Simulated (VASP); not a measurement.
# NaCaF3 (Pm-3m) in VASP: density of states with PBE

Aim: the density of states of NaCaF3 with PBE.

Everything below comes from runs of VASP 6.6.1. Logs are shortened: lines on timing, memory, paths and dates and some standing lists are left out, and cuts for length are marked.

## Step 1: The structure

It takes space group Pm-3m (No. 221, cubic). The conventional cell has a = 4.102 Å, b = 4.102 Å, c = 4.102 Å, α = 90.00°, β = 90.00°, γ = 90.00°. Na (site symmetry m-3m) has 6 F at 2.05 Å as nearest neighbours. Around Ca (site symmetry m-3m) lie 12 F at 2.90 Å. F (site symmetry 4/mmm) has 2 Na at 2.05 Å as nearest neighbours.

The cell was built by a generator and needn't be a form met in nature.

## Step 2: Density of states, PBE

POSCAR reads:

```
NaCaF3
1.0
    4.1018560309      0.0000000000      0.0000000000
    0.0000000000      4.1018560309      0.0000000000
    0.0000000000      0.0000000000      4.1018560309
Na Ca F
1 1 3
Direct
    0.0000000000      0.0000000000      0.0000000000
    0.5000000000      0.5000000000      0.5000000000
    0.5000000000      0.0000000000      0.0000000000
    0.0000000000      0.5000000000      0.0000000000
    0.0000000000      0.0000000000      0.5000000000
```

INCAR.step1 reads:

```
PREC = Accurate
ENCUT = 520
EDIFF = 1E-7
ISMEAR = 0
SIGMA = 0.02
LREAL = F
LASPH = T
NELM = 60
ALGO = Normal
ISIF = 2
LWAVE = F
LCHARG = T
GGA = PE
NBANDS = 27
```

KPOINTS.step1 reads:

```
regular mesh
0
Gamma
  6 6 6
```

INCAR.step2 reads:

```
PREC = Accurate
ENCUT = 520
EDIFF = 1E-7
ISMEAR = -5
SIGMA = 0.02
LREAL = F
LASPH = T
NELM = 60
ALGO = Normal
ISIF = 2
LWAVE = F
LCHARG = F
GGA = PE
LORBIT = 11
NEDOS = 1001
ICHARG = 11
```

KPOINTS.step2 reads:

```
regular mesh
0
Gamma
  9 9 9
```

Potentials or basis: VASP PAW PBE potentials, release 64 (Na_pv, Ca_sv, F).

Command:

```console
$ cat potpaw_PBE.64/Na_pv/POTCAR potpaw_PBE.64/Ca_sv/POTCAR potpaw_PBE.64/F/POTCAR > POTCAR
$ cp INCAR.step1 INCAR
$ cp KPOINTS.step1 KPOINTS
$ mpirun -np 1 vasp_std > vasp.out
$ cp INCAR.step2 INCAR
$ cp KPOINTS.step2 KPOINTS
$ mpirun -np 1 vasp_std > vasp.out
```

OUTCAR:

```text
PREC = Accurate
   ENCUT = 520
   EDIFF = 1E-7
   ISMEAR = -5
   LREAL = F
   LASPH = T
   NELM = 60
   ISIF = 2
   GGA = PE
   LORBIT = 11
   ICHARG = 11

 ion  position               nearest neighbor table
   1  0.000  0.000  0.000-   3 2.05   4 2.05   5 2.05   5 2.05   4 2.05   3 2.05
   2  0.500  0.500  0.500-
   3  0.500  0.000  0.000-   1 2.05   1 2.05
   4  0.000  0.500  0.000-   1 2.05   1 2.05
   5  0.000  0.000  0.500-   1 2.05   1 2.05

  LATTYP: Found a simple cubic cell.
 ALAT       =     4.1018560309

  Lattice vectors:

 A1 = (   4.1018560309,   0.0000000000,   0.0000000000)
 A2 = (   0.0000000000,   4.1018560309,   0.0000000000)
 A3 = (   0.0000000000,   0.0000000000,   4.1018560309)

Analysis of symmetry for initial positions (statically):
=====================================================================
 Subroutine PRICEL returns:
 Original cell was already a primitive cell.

 Routine SETGRP: Setting up the symmetry group for a
 simple cubic supercell.

 Subroutine GETGRP returns: Found 48 space group operations
 (whereof 48 operations were pure point group operations)
 out of a pool of 48 trial point group operations.

The static configuration has the point symmetry O_h .

Analysis of symmetry for dynamics (positions and initial velocities):
=====================================================================
 Subroutine PRICEL returns:
 Original cell was already a primitive cell.

 Routine SETGRP: Setting up the symmetry group for a
 simple cubic supercell.

 Subroutine GETGRP returns: Found 48 space group operations
 (whereof 48 operations were pure point group operations)
 out of a pool of 48 trial point group operations.

The dynamic configuration has the point symmetry O_h .

 Subroutine INISYM returns: Found 48 space group operations
 (whereof 48 operations are pure point group operations),
 and found     1 'primitive' translations

----------------------------------------------------------------------------------------

                                     Primitive cell

  volume of cell :      69.0146

  direct lattice vectors                    reciprocal lattice vectors
     4.101856031  0.000000000  0.000000000     0.243792077  0.000000000  0.000000000
     0.000000000  4.101856031  0.000000000     0.000000000  0.243792077  0.000000000
     0.000000000  0.000000000  4.101856031     0.000000000  0.000000000  0.243792077

  length of vectors
     4.101856031  4.101856031  4.101856031     0.243792077  0.243792077  0.243792077

  position of ions in fractional coordinates (direct lattice)
     0.000000000  0.000000000  0.000000000
     0.500000000  0.500000000  0.500000000
     0.500000000  0.000000000  0.000000000
     0.000000000  0.500000000  0.000000000
     0.000000000  0.000000000  0.500000000

  ion indices of the primitive-cell ions
   primitive index   ion index
                 1           1
                 2           2
                 3           3
                 4           4
                 5           5

----------------------------------------------------------------------------------------

 KPOINTS: regular mesh

Automatic generation of k-mesh.
 Grid dimensions read from file:
 generate k-points for:    9    9    9

 Generating k-lattice:

  Cartesian coordinates                     Fractional coordinates (reciprocal lattice)
     0.027088009  0.000000000  0.000000000     0.111111111  0.000000000  0.000000000
     0.000000000  0.027088009  0.000000000     0.000000000  0.111111111  0.000000000
     0.000000000  0.000000000  0.027088009     0.000000000  0.000000000  0.111111111

  Length of vectors
     0.027088009  0.027088009  0.027088009

  Shift w.r.t. Gamma in fractional coordinates (k-lattice)
     0.000000000  0.000000000  0.000000000

 TETIRR: Found    353 inequivalent tetrahedra from     4374

 Subroutine IBZKPT returns following result:
 ===========================================

 Found     35 irreducible k-points:

 Following reciprocal coordinates:
            Coordinates               Weight
  0.000000  0.000000  0.000000      1.000000
  0.111111  0.000000  0.000000      6.000000
  0.222222  0.000000  0.000000      6.000000
  0.333333  0.000000  0.000000      6.000000
  0.444444  0.000000  0.000000      6.000000
  0.111111  0.111111  0.000000     12.000000
[... 16 lines left out ...]
  0.333333  0.333333  0.111111     24.000000
  0.444444  0.333333  0.111111     48.000000
 [... further k-points ...]
   k-points           NKPTS =     35   k-points in BZ     NKDIM =     35   number of bands    NBANDS=     23
   number of dos      NEDOS =   1001   number of ions     NIONS =      5
   total plane-waves  NPLWV =  32768
   dimension x,y,z NGX =    32 NGY =   32 NGZ =   32
   dimension x,y,z NGXF=    64 NGYF=   64 NGZF=   64
   ions per type =               1   1   3
   NGX,Y,Z   is equivalent  to a cutoff of  12.97, 12.97, 12.97 a.u.
   NGXF,Y,Z  is equivalent  to a cutoff of  25.94, 25.94, 25.94 a.u.
 SYSTEM =  unknown system
   PREC   = accura    normal or accurate (medium, high low for compatibility)
   ISTART =      0    job   : 0-new  1-cont  2-samecut
   ICHARG =     11    charge: 1-file 2-atom 10-const
   ISPIN  =      1    spin polarized calculation?
   LNONCOLLINEAR =      F non collinear calculations
   LSORBIT =      F    spin-orbit coupling
   LASPH  =      T    aspherical Exc in radial PAW
   ENCUT  =  520.0 eV  38.22 Ry    6.18 a.u.   7.63  7.63  7.63*2*pi/ulx,y,z
   NELM   =     60;   NELMIN=  2; NELMDL=  0     # of ELM steps
   EDIFF  = 0.1E-06   stopping-criterion for ELM
   LREAL  =      F    real-space projection
   EDIFFG = 0.1E-05   stopping-criterion for IOM
   NSW    =      0    number of steps for IOM
   IBRION =     -1    ionic relax: 0-MD 1-quasi-New 2-CG
   NFREE  =      0    steps in history (QN), initial steepest desc. (CG)
   ISIF   =      2    stress and relaxation
   ISYM   =      2    0-nonsym 1-usesym 2-fastsym
   POTIM  = 0.5000    time-step for ionic-motion
   TEBEG  =    0.0;   TEEND  =   0.0 temperature during run
   PSTRESS=    0.0 pullay stress
   NELECT =      38.0000    total number of electrons
   NUPDOWN=      -1.0000    fix difference up-down
   EMIN   =  10.00;   EMAX   =-10.00  energy-range for DOS
   EFERMI =   0.00;   METHOD = LEGACY
   ISMEAR =    -5;   SIGMA  =   0.02  broadening in eV -4-tet -1-fermi 0-gaus
   EFERMI_NEDOS =   21; number of points for ismear=-14 and -15
   IALGO  =     38    algorithm
   IMIX   =      4    mixing-type and parameters
     AMIX     =   0.40;   BMIX     =  1.00
     AMIX_MAG =   1.60;   BMIX_MAG =  1.00
  volume/ion in A,a.u.               =      13.80        93.15
  Fermi-wavevector in a.u.,A,eV,Ry     =   1.341804  2.535641 24.496431  1.800437
  Thomas-Fermi vector in A             =   2.470008
   LORBIT       =     11    0 simple, 1 ext, 2 COOP (PROOUT), +10 PAW based schemes
   GGA     = PE    functional components
   LHFCALC =     F    Hartree Fock is set to
   AEXX    =    0.0000 exact exchange contribution
   IVDW    =     0    specifies the selected vdW correction
   LEPSILON=     F    determine dielectric tensor
   LRPA    =     F    only Hartree local field effects (RPA)
 non-spin polarized calculation
 Fermi weights with tetrahedron method with Bloechl corrections
  energy-cutoff  :      520.00
  volume of cell :       69.01
 maximum number of plane-waves:      1880
 NGX is ok and might be reduce to    32

 number of electron      38.0000051 magnetization

 Free energy of the ion-electron system (eV)
  ---------------------------------------------------
  ext. energy  EPLUGINS =         0.00000000
  ---------------------------------------------------
  free energy    TOTEN  =       -23.49148760 eV

  energy without entropy =      -23.49148760  energy(sigma->0) =      -23.49148760

 E-fermi :  -0.8846     XC(G=0):  -9.3492

 val. band max:       -0.9030053382   @ k =   0.0000   0.0000   0.0000
 cond. band min:       4.0496938618   @ k =   0.0000   0.0000   0.0000
 fundamental gap:      4.9526992000
 Fermi energy:        -0.8846306975

 k-point     1 :       0.0000    0.0000    0.0000
  band No.  band energies     occupation
      1     -40.1007      2.00000
      2     -20.9946      2.00000
      3     -20.9946      2.00000
      4     -20.9946      2.00000
      5     -20.5783      2.00000
      6     -20.0744      2.00000
[... 15 lines left out ...]
     22       4.6679      0.00000
     23       5.7985      0.00000

 k-point     2 :       0.1111    0.0000    0.0000
  band No.  band energies     occupation
      1     -40.1004      2.00000
      2     -21.0304      2.00000
      3     -20.9940      2.00000
      4     -20.9940      2.00000
      5     -20.5592      2.00000
      6     -20.1233      2.00000
[... 15 lines left out ...]
     22       4.7599      0.00000
     23       5.8101      0.00000

 k-point     3 :       0.2222    0.0000    0.0000
  band No.  band energies     occupation
      1     -40.0997      2.00000
      2     -21.1039      2.00000
      3     -20.9925      2.00000
      4     -20.9925      2.00000
      5     -20.5524      2.00000
      6     -20.1991      2.00000
[... 15 lines left out ...]
     22       5.0948      0.00000
     23       5.8365      0.00000
[... 495 lines left out ...]
 k-point    23 :       0.3333    0.3333    0.1111
  band No.  band energies     occupation
      1     -40.0971      2.00000
      2     -21.1592      2.00000
      3     -21.1077      2.00000
      4     -20.9955      2.00000
      5     -20.4999      2.00000
      6     -20.4425      2.00000
[... 15 lines left out ...]
     22       5.8097      0.00000
     23       6.0458      0.00000

 k-point    24 :       0.4444    0.3333    0.1111
  band No.  band energies     occupation
      1     -40.0966      2.00000
      2     -21.1667      2.00000
      3     -21.1246      2.00000
      4     -20.9923      2.00000
      5     -20.5364      2.00000
      6     -20.4492      2.00000
[... 15 lines left out ...]
     22       5.9311      0.00000
     23       6.0695      0.00000

 [... further k-points ...]
[... 5 lines left out ...]
  --------------------------------------------------------------------------------------
  -------------------------------------------------------------------------------------
  Total        0.0360755      0.0360755      0.0360755      0.0000000      0.0000000     -0.0000000
  in kB        0.8374929      0.8374929      0.8374929      0.0000000      0.0000000     -0.0000000
  external PRESSURE =       0.8374929 kB  Pullay stress =       0.0000000 kB

 VOLUME and BASIS-vectors are now :
 -----------------------------------------------------------------------------
  energy-cutoff  :      520.00
  volume of cell :       69.01
      direct lattice vectors                 reciprocal lattice vectors
     4.101856031  0.000000000  0.000000000     0.243792077  0.000000000  0.000000000
     0.000000000  4.101856031  0.000000000     0.000000000  0.243792077  0.000000000
     0.000000000  0.000000000  4.101856031     0.000000000  0.000000000  0.243792077

 POSITION                                       TOTAL-FORCE (eV/Angst)
 -----------------------------------------------------------------------------------
      0.00000      0.00000      0.00000         0.000000      0.000000      0.000000
      2.05093      2.05093      2.05093         0.000000      0.000000      0.000000
      2.05093      0.00000      0.00000         0.000000      0.000000      0.000000
      0.00000      2.05093      0.00000         0.000000      0.000000      0.000000
      0.00000      0.00000      2.05093         0.000000      0.000000      0.000000
 -----------------------------------------------------------------------------------
    total drift:                                0.000000      0.000000     -0.000000

  FREE ENERGIE OF THE ION-ELECTRON SYSTEM (eV)
  ---------------------------------------------------
  free  energy   TOTEN  =       -23.4914875995 eV

  energy  without entropy=      -23.4914875995  energy(sigma->0) =      -23.49148760

 total charge

# of ion       s       p       d       tot
------------------------------------------
    1        0.092   6.061   0.000   6.153
    2        1.998   5.826   0.091   7.915
    3        1.734   4.365   0.000   6.098
    4        1.734   4.365   0.000   6.098
    5        1.734   4.365   0.000   6.098
--------------------------------------------------
tot          7.291  24.982   0.091  32.364
```

It took 26 s on 1 thread of Intel Xeon 6975P-C (Granite Rapids), shared host; peak memory 0.19 GiB.

What came out:

```
Valence electrons inside the program's atomic spheres : Na 6.15; Ca 7.92; F 6.10
```

Levels at points of the mesh, in eV from the valence-band top:
```csv
k point,band 16,band 17,band 18,band 19,band 20,band 21,band 22,band 23
"(0.00, 0.00, 0.00)",-0.66,0.00,0.00,0.00,4.95,5.57,5.57,6.70
```

States per cell in windows of 0.5 eV (zero at the valence-band top; states under -8 eV left out):
| from (eV) | total | Ca2_d | F3_p | F4_p | F5_p | Na1_p | Ca2_s |
| --- | --- | --- | --- | --- | --- | --- | --- |
| -8.0 | 0.00 | 0.00 | 0.00 | 0.00 | 0.00 | 0.00 | 0.00 |
| -7.5 | 0.00 | 0.00 | 0.00 | 0.00 | 0.00 | 0.00 | 0.00 |
| -7.0 | 0.00 | 0.00 | 0.00 | 0.00 | 0.00 | 0.00 | 0.00 |
| -6.5 | 0.00 | 0.00 | 0.00 | 0.00 | 0.00 | 0.00 | 0.00 |
| -6.0 | 0.00 | 0.00 | 0.00 | 0.00 | 0.00 | 0.00 | 0.00 |
| -5.5 | 0.00 | 0.00 | 0.00 | 0.00 | 0.00 | 0.00 | 0.00 |
| -5.0 | 0.00 | 0.00 | 0.00 | 0.00 | 0.00 | 0.00 | 0.00 |
| -4.5 | 0.00 | 0.00 | 0.00 | 0.00 | 0.00 | 0.00 | 0.00 |
| -4.0 | 0.00 | 0.00 | 0.00 | 0.00 | 0.00 | 0.00 | 0.00 |
| -3.5 | 0.00 | 0.00 | 0.00 | 0.00 | 0.00 | 0.00 | 0.00 |
| -3.0 | 0.00 | 0.00 | 0.00 | 0.00 | 0.00 | 0.00 | 0.00 |
| -2.5 | 0.79 | 0.00 | 0.16 | 0.16 | 0.16 | 0.00 | 0.01 |
| -2.0 | 3.54 | 0.02 | 0.77 | 0.77 | 0.77 | 0.03 | 0.01 |
| -1.5 | 3.96 | 0.03 | 0.91 | 0.91 | 0.91 | 0.04 | 0.00 |
| -1.0 | 4.19 | 0.03 | 1.04 | 1.04 | 1.04 | 0.02 | 0.00 |
| -0.5 | 6.11 | 0.01 | 1.62 | 1.62 | 1.62 | 0.06 | 0.00 |
| 0.0 | 0.04 | 0.00 | 0.01 | 0.01 | 0.01 | 0.00 | 0.00 |
| 0.5 | 0.00 | 0.00 | 0.00 | 0.00 | 0.00 | 0.00 | 0.00 |
| 1.0 | 0.00 | 0.00 | 0.00 | 0.00 | 0.00 | 0.00 | 0.00 |
| 1.5 | 0.00 | 0.00 | 0.00 | 0.00 | 0.00 | 0.00 | 0.00 |
| 2.0 | 0.00 | 0.00 | 0.00 | 0.00 | 0.00 | 0.00 | 0.00 |
| 2.5 | 0.00 | 0.00 | 0.00 | 0.00 | 0.00 | 0.00 | 0.00 |
| 3.0 | 0.00 | 0.00 | 0.00 | 0.00 | 0.00 | 0.00 | 0.00 |
| 3.5 | 0.00 | 0.00 | 0.00 | 0.00 | 0.00 | 0.00 | 0.00 |
| 4.0 | 0.00 | 0.00 | 0.00 | 0.00 | 0.00 | 0.00 | 0.00 |
| 4.5 | 0.00 | 0.00 | 0.00 | 0.00 | 0.00 | 0.00 | 0.00 |
| 5.0 | 0.04 | 0.00 | 0.00 | 0.00 | 0.00 | 0.00 | 0.01 |
| 5.5 | 0.44 | 0.21 | 0.01 | 0.01 | 0.01 | 0.00 | 0.02 |
| 6.0 | 3.16 | 2.01 | 0.04 | 0.04 | 0.04 | 0.00 | 0.04 |
| 6.5 | 4.53 | 3.24 | 0.06 | 0.06 | 0.06 | 0.00 | 0.02 |
| 7.0 | 0.13 | 0.10 | 0.00 | 0.00 | 0.00 | 0.00 | 0.00 |
| 7.5 | 0.00 | 0.00 | 0.00 | 0.00 | 0.00 | 0.00 | 0.00 |
